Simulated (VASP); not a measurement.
Input for VASP

File POSCAR:
```
Cd
1.0
  1.7586025912  -3.0459895056   0.0000000000
  1.7586025912   3.0459895056   0.0000000000
  0.0000000000   0.0000000000   5.8272367533
Cd
2
Cart
  1.7586025912   1.0153318659   1.4568091883
  1.7586025912  -1.0153318659   4.3704275650
```

**KPOINTS**
```
Automatic mesh
0
Gamma
13 13 7
0 0 0
```

### INCAR
```
ZAB_VDW = -1.8867
LMAXMIX = 4   # l cut-off of mixed one-centre charges
LUSE_VDW = .TRUE.
LASPH = .TRUE.
LCHARG = .TRUE.
LWAVE = .FALSE.
NEDOS = 601   # DOS grid
NELM = 100
AGGAC = 0.0
ISIF = 2   # forces and stress, cell fixed
SYSTEM = Cd
PREC = Accurate
ISMEAR = -5
EDIFF = 1E-7   # SCF stop (eV)
LREAL = .FALSE.   # projection in real space or not
GGA = ML
ALGO = Normal
ENCUT = 520   # plane-wave cut-off (eV)
LORBIT = 11
```

POTCAR, in this order: Cd (PBE.64 set). Program: vasp_std.

Problem. Translate this vdW-DF2 calculation to Quantum ESPRESSO's pw.x.

Solution. One equivalent input (not run):
```
&CONTROL
  calculation = 'scf'
  pseudo_dir = './pseudo'
  outdir = './out'
  tprnfor = .true.
  tstress = .true.
/
&SYSTEM
  ibrav = 0
  nat = 2
  ntyp = 1
  ecutwfc = 102
  occupations = 'tetrahedra'
  input_dft = 'vdw-df2'
/
&ELECTRONS
  conv_thr = 7.3e-09
  electron_maxstep = 100
/
ATOMIC_SPECIES
  Cd 112.414 Cd.upf
CELL_PARAMETERS angstrom
     1.7586026   -3.0459895    0.0000000
     1.7586026    3.0459895    0.0000000
     0.0000000    0.0000000    5.8272368
ATOMIC_POSITIONS crystal
  Cd   0.3333330  0.6666670  0.2500000
  Cd   0.6666670  0.3333330  0.7500000
K_POINTS automatic
  13 13 7 0 0 0
```
What does not carry over: the potentials are each code's own (VASP's PAW set, PseudoDojo norm-conserving files in pw.x), so ENCUT and ecutwfc are chosen apart and not converted; conv_thr bounds pw.x's estimated SCF error, while EDIFF bounds the energy change between steps.

The compound is Cd in the hcp structure. It was relaxed first, which changed the volume by +44 %.
